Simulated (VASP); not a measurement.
Output of a VASP run:

**OSZICAR**
```
...
DAV:   4    -0.187660127292E+02   -0.97928E-04   -0.97875E-04   272   0.165E-01
DAV:   5    -0.187660129407E+02   -0.21148E-06   -0.21157E-06   240   0.383E-03    0.583E+00
DAV:   6    -0.171103786661E+02    0.16556E+01   -0.26902E+00   192   0.877E+00    0.264E+00
DAV:   7    -0.168899033347E+02    0.22048E+00   -0.11651E+00   240   0.575E+00    0.818E-01
DAV:   8    -0.168876835287E+02    0.22198E-02   -0.19500E-01   208   0.244E+00    0.430E-01
DAV:   9    -0.168749623117E+02    0.12721E-01   -0.38186E-02   216   0.104E+00    0.818E-02
DAV:  10    -0.168745555110E+02    0.40680E-03   -0.27585E-03   248   0.319E-01    0.158E-02
DAV:  11    -0.168745758672E+02   -0.20356E-04   -0.15041E-04   248   0.741E-02    0.168E-02
DAV:  12    -0.168745510927E+02    0.24775E-04   -0.10261E-04   192   0.527E-02    0.985E-04
DAV:  13    -0.168745509514E+02    0.14128E-06   -0.10467E-06   248   0.806E-03
   1 F= -.16874551E+02 E0= -.16875274E+02  d E =-.168746E+02
       N       E                     dE             d eps       ncg     rms          rms(c)
DAV:   1    -0.169214258206E+02   -0.46875E-01   -0.91054E-01   208   0.828E+00    0.604E-01
DAV:   2    -0.169068490698E+02    0.14577E-01   -0.28555E-02   240   0.102E+00    0.288E-01
DAV:   3    -0.169035356947E+02    0.33134E-02   -0.11451E-02   200   0.609E-01    0.569E-02
DAV:   4    -0.169034335760E+02    0.10212E-03   -0.13666E-04   216   0.905E-02    0.106E-02
DAV:   5    -0.169034337701E+02   -0.19417E-06   -0.29095E-06   224   0.105E-02
   2 F= -.16903434E+02 E0= -.16903959E+02  d E =-.288828E-01
       N       E                     dE             d eps       ncg     rms          rms(c)
DAV:   1    -0.169195321369E+02   -0.16099E-01   -0.11345E-01   216   0.288E+00    0.213E-01
DAV:   2    -0.169176979870E+02    0.18341E-02   -0.35341E-03   240   0.355E-01    0.102E-01
DAV:   3    -0.169172381657E+02    0.45982E-03   -0.15996E-03   192   0.224E-01    0.187E-02
DAV:   4    -0.169172176525E+02    0.20513E-04   -0.22951E-05   208   0.362E-02    0.383E-03
DAV:   5    -0.169172157633E+02    0.18893E-05   -0.17256E-07   176   0.332E-03    0.770E-04
DAV:   6    -0.169172159636E+02   -0.20035E-06   -0.11087E-08   112   0.878E-04
   3 F= -.16917216E+02 E0= -.16917847E+02  d E =-.426650E-01
       N       E                     dE             d eps       ncg     rms          rms(c)
DAV:   1    -0.169204924124E+02   -0.32766E-02   -0.57686E-02   248   0.176E+00    0.151E-01
DAV:   2    -0.169190446263E+02    0.14478E-02   -0.29222E-03   240   0.320E-01    0.701E-02
DAV:   3    -0.169187212117E+02    0.32341E-03   -0.13868E-03   208   0.202E-01    0.151E-02
DAV:   4    -0.169187146923E+02    0.65193E-05   -0.38695E-05   208   0.427E-02    0.463E-03
DAV:   5    -0.169187132490E+02    0.14433E-05   -0.46751E-06   208   0.122E-02    0.413E-04
DAV:   6    -0.169187132900E+02   -0.40993E-07   -0.69541E-08    96   0.208E-03
   4 F= -.16918713E+02 E0= -.16918420E+02  d E =-.149733E-02
       N       E                     dE             d eps       ncg     rms          rms(c)
DAV:   1    -0.169187942830E+02   -0.81034E-04   -0.13326E-03   248   0.267E-01    0.213E-02
DAV:   2    -0.169187641716E+02    0.30111E-04   -0.61752E-05   224   0.470E-02    0.939E-03
DAV:   3    -0.169187580593E+02    0.61122E-05   -0.26543E-05   208   0.281E-02    0.205E-03
DAV:   4    -0.169187580804E+02   -0.21096E-07   -0.62096E-07   120   0.576E-03
   5 F= -.16918758E+02 E0= -.16918649E+02  d E =-.154212E-02
```

### OUTCAR
```
------------------------ aborting loop because EDIFF is reached ----------------------------------------
  FORCE on cell =-STRESS in cart. coord.  units (eV):
  Direction    XX          YY          ZZ          XY          YZ          ZX
  --------------------------------------------------------------------------------------
  Total       -0.0010392     -0.0010392      0.0018386      0.0000000     -0.0000000      0.0000000
  in kB       -0.0643746     -0.0643746      0.1138945      0.0000000     -0.0000000      0.0000000
  external PRESSURE =      -0.0049516 kB  Pullay stress =       0.0000000 kB
  volume of cell :       25.86
      direct lattice vectors                 reciprocal lattice vectors
     2.974590416  0.000000007 -0.000000000     0.336180737  0.194094130 -0.000000000
    -1.487295695  2.576070498 -0.000000000    -0.000000001  0.388188134 -0.000000000
     0.000000000  0.000000000  3.375291244    -0.000000000  0.000000000  0.296270730
 POSITION                                       TOTAL-FORCE (eV/Angst)
 -----------------------------------------------------------------------------------
      0.00000      0.00000     -0.00000        -0.000000     -0.000000      0.000000
      1.48730      0.85869      1.68765         0.000000     -0.000000     -0.000000
     -0.00000      1.71738      1.68765        -0.000000      0.000000      0.000000
 -----------------------------------------------------------------------------------
    total drift:                                0.000000     -0.000000      0.000000
  FREE ENERGIE OF THE ION-ELECTRON SYSTEM (eV)
  ---------------------------------------------------
  free  energy   TOTEN  =       -16.9187580804 eV

  energy  without entropy=      -16.9184298271  energy(sigma->0) =      -16.91864866

 reached required accuracy - stopping structural energy minimisation
```
(Selected blocks of OUTCAR.)

POSCAR:
```
MgB2
1
    3.0128370000     0.0000000000     0.0000000000
   -1.5064190000     2.6091930000     0.0000000000
    0.0000000000     0.0000000000     3.4634800000
Mg B
1 2
Direct
  0.0000000000   0.0000000000   0.0000000000
  0.6666670000   0.3333330000   0.5000000000
  0.3333330000   0.6666670000   0.5000000000
```

Task: Reconstruct the remaining input files.

Result: Several could match; the one computed here: the input of the run itself, LDA (Ceperley-Alder, Perdew-Zunger), plane waves, VASP's LDA PAW potentials (set 64).

INCAR:
```
# general
SYSTEM  =  MgB2
PREC    =  Accurate
ENCUT   =  200
LREAL   =  .FALSE.   # projection in real space or not
LASPH   =  .TRUE.

# electronic loop
EDIFF   =  1E-6
NELM    =  100
ALGO    =  Normal

# smearing
ISMEAR  =  1   # Methfessel-Paxton
SIGMA   =  0.2   # width (eV)

# ions
IBRION  =  2   # conjugate gradients
NSW     =  50   # most ionic steps
ISIF    =  3
EDIFFG  =  -0.01   # ionic stop

# output
LWAVE   =  .FALSE.
LCHARG  =  .FALSE.
```

KPOINTS:
```
Automatic mesh
0
Gamma
4 4 4
0 0 0
```

POTCAR, in this order: Mg B (LDA.64 set). Program: vasp_std.

At this cut-off the stress carries a Pulay error, which pulls relaxed volumes low.  Energy and stress use the plane-wave basis of the starting cell.

The structure comes from a computed database's MgB2 entry; how it stands against other phases isn't given here. This run relaxes it. Symmetry was kept, so distortions that lower it aren't found. The k-mesh is coarse (spacing up to 0.61 per Å, 2π included), so the numbers may not be converged in it. The run is one of a series of settings (EDIFFG = -0.01, ENCUT = 200, GGA removed, IBRION = 2, ISIF = 3, ISMEAR = 1, NSW = 50, SIGMA = 0.2, KPOINTS 4×4×4 Γ-centred mesh, POTCAR Mg B (LDA.64 set) against the base run), some of them coarse on purpose.
